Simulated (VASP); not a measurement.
Output of a VASP run:

OSZICAR:
```
       N       E                     dE             d eps       ncg     rms          rms(c)
DAV:   1     0.120740190377E+03    0.12074E+03   -0.85171E+03   560   0.130E+03
DAV:   2    -0.116637615124E+02   -0.13240E+03   -0.13096E+03   566   0.369E+02
DAV:   3    -0.201070358460E+02   -0.84433E+01   -0.79253E+01   906   0.764E+01
DAV:   4    -0.202395127281E+02   -0.13248E+00   -0.13169E+00   816   0.972E+00
DAV:   5    -0.202425864923E+02   -0.30738E-02   -0.30731E-02   794   0.152E+00    0.936E+00
DAV:   6    -0.193345711950E+02    0.90802E+00   -0.45859E+00   928   0.255E+01    0.340E+00
DAV:   7    -0.192859962985E+02    0.48575E-01   -0.83132E-02   644   0.256E+00    0.192E+00
DAV:   8    -0.192636645595E+02    0.22332E-01   -0.34135E-02   878   0.167E+00    0.224E-01
DAV:   9    -0.192633336971E+02    0.33086E-03   -0.26179E-03   686   0.452E-01    0.913E-02
DAV:  10    -0.192632875919E+02    0.46105E-04   -0.17385E-04   816   0.118E-01    0.670E-02
DAV:  11    -0.192632855574E+02    0.20344E-05   -0.28559E-05   760   0.399E-02    0.416E-02
DAV:  12    -0.192632823795E+02    0.31780E-05   -0.14689E-05   914   0.364E-02    0.544E-03
DAV:  13    -0.192632824033E+02   -0.23896E-07   -0.30988E-07   376   0.606E-03
   1 F= -.20825801E+02 E0= -.20825321E+02  d E =-.208258E+02
```

File OUTCAR:
```
------------------------ aborting loop because EDIFF is reached ----------------------------------------
 Edisp (eV)   -1.56252
  FORCE on cell =-STRESS in cart. coord.  units (eV):
  Direction    XX          YY          ZZ          XY          YZ          ZX
  --------------------------------------------------------------------------------------
  Total       0.02381     0.02381     0.02381     0.00000     0.00000     0.00000
  in kB       0.57477     0.57477     0.57477     0.00000     0.00000     0.00000
  external pressure =        0.57 kB  Pullay stress =        0.00 kB
  volume of cell :       66.36
      direct lattice vectors                 reciprocal lattice vectors
     4.048506462  0.000000000  0.000000000     0.247004669  0.000000000  0.000000000
     0.000000000  4.048506462  0.000000000     0.000000000  0.247004669  0.000000000
     0.000000000  0.000000000  4.048506462     0.000000000  0.000000000  0.247004669
 POSITION                                       TOTAL-FORCE (eV/Angst)
 -----------------------------------------------------------------------------------
      0.00000      0.00000      0.00000         0.000000      0.000000      0.000000
      0.00000      2.02425      2.02425         0.000000      0.000000      0.000000
      2.02425      0.00000      2.02425         0.000000      0.000000      0.000000
      2.02425      2.02425      0.00000         0.000000      0.000000      0.000000
 -----------------------------------------------------------------------------------
    total drift:                               -0.000000     -0.000000      0.000000
  FREE ENERGIE OF THE ION-ELECTRON SYSTEM (eV)
  ---------------------------------------------------
  free  energy   TOTEN  =       -20.8258006626 eV

  energy  without entropy=      -20.8243602025  energy(sigma->0) =      -20.82532051

 reached required accuracy - stopping structural energy minimisation
```
(Selected blocks of OUTCAR.)

File POSCAR:
```
Al3Sc
1
    4.0485064621     0.0000000000     0.0000000000
   -0.0000000000     4.0485064621     0.0000000000
   -0.0000000000    -0.0000000000     4.0485064621
Sc Al
1 3
Direct
  0.0000000000   0.0000000000   0.0000000000
  0.0000000000   0.5000000000   0.5000000000
  0.5000000000   0.0000000000   0.5000000000
  0.5000000000   0.5000000000   0.0000000000
```

Reconstruct the remaining input files.

Several could match; the one computed here: the input of the run itself, PBE GGA with D3 dispersion (Becke-Johnson damping), plane waves, VASP's PBE PAW potentials (set 64).

**KPOINTS**
```
Automatic mesh
0
Gamma
7 7 7
0 0 0
```

### INCAR
```
SYSTEM  =  Al3Sc
PREC  =  Accurate; ENCUT  =  520; LREAL  =  F
LASPH  =  T
EDIFF  =  1E-6; NELM  =  100; ALGO  =  Normal
LMAXMIX  =  4
ISMEAR  =  1; SIGMA  =  0.1
GGA  =  PE; IVDW  =  12
IBRION  =  2; NSW  =  60; ISIF  =  3
EDIFFG  =  -0.02
LWAVE  =  F; LCHARG  =  F
```

POTCAR, in this order: Sc_sv Al (PBE.64 set). Program: vasp_std.

The compound is Al3Sc in the L1_2 structure. It was relaxed first. The start is the result of an earlier pass.
